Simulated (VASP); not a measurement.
**RbBr: band gap against strain**

RbBr (rock salt, Fm-3m, 43.274 Å³/atom and stress up to 0.01 GPa in the relaxed cell, cube axes along x, y and z) under an equal strain ε along all three axes. PBE in VASP (plane waves, PAW), 480 eV, 8×8×8 Γ-centred mesh, Gaussian smearing 0.05 eV; ions are relaxed, or left where forces stay under 0.02 eV/Å, within the symmetry of each cell. Against the start cell, which lies near the measured one, the relaxed cell differs by 5.8 % in volume; the values below rest on it. Gaps are the smallest on the run's k-mesh, which can miss an edge that lies off it, without spin-orbit coupling; in all rows the valence edge lies at Γ and the conduction edge at Γ.

Here s stands for strain and Eg for gap.

```
strain (%)  gap (eV)
----------  --------
-1.50          4.295
-1.00          4.257
-0.50          4.221
0.00           4.185
0.50           4.150
1.00           4.116
1.50           4.082
3.00               ?
```

Taking a straight line for Eg over the 7 complete rows: Means: s 0, Eg 4.1866. About the means, the sum of products is -0.49600 and the sum of squares of s is 7.0000; the slope is their ratio. Least squares gives Eg = 4.1866 - 0.07086·s. Residuals (row less fit): 0.0021, -0.0005, -0.0010, -0.0016, -0.0012, 0.0003, 0.0017; standard error 0.0016 (degrees of freedom: 5). Over these rows the gap moves by -7.09 ± 0.06 eV per unit strain, or -2.4 eV per unit of ln V.

Estimate the missing Eg (s = 3.00); what did the run itself give?

Eg = 4.1866 - 0.07086 × 3.0 = 3.9740 eV. The calculation gives 3.985 eV, 0.0110 eV above the prediction (3.5 % of the range of Eg in the table). The row lies outside the fitted rows, so this is an extrapolation. From the scatter of the fitted rows alone, a prediction at this place has a standard error of 0.0025 eV, so the miss is 4.4 times that.

A polynomial of degree 2 through the 12 other runs of the series gives 3.986 there, so most of the miss is curvature that the fit leaves out. Other structures, which can take over under pressure, weren't tried. Spin-orbit coupling is left out, which can shift this property for RbBr. Rows are the converged runs of the series near zero and its far end, less any whose ions stayed unrelaxed beside relaxed ones; series whose fitted rows scatter by over a few per cent of the range, as at a crossing or softening among them, aren't shown in this form. Most that stay on the fit to the last digits aren't either.
